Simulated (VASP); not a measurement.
Here is the system:

```yaml
crystal:
  lattice:
    - [-2.68975, 2.68975, 2.68975]
    - [2.68975, -2.68975, 2.68975]
    - [2.68975, 2.68975, -2.68975]
  atoms:
    - { symbol: Rb, position: [0.00000, 0.00000, 0.00000] }
```

All values below come from LDA (Ceperley-Alder, Perdew-Zunger), VASP's LDA PAW potentials (set 64) (plane waves; VASP). Run with 520 eV cut-off, Gaussian smearing of 0.050 eV, potentials Rb_sv.

Q: What does the run give for the band gap (along the path) with the smallest direct gap where there is one?

A: 
```yaml
band gap (along the path): none (metal, semimetal or under 0.01 eV)
```

The compound is Rb in the bcc structure. It was relaxed first, which changed the volume by -14 %.
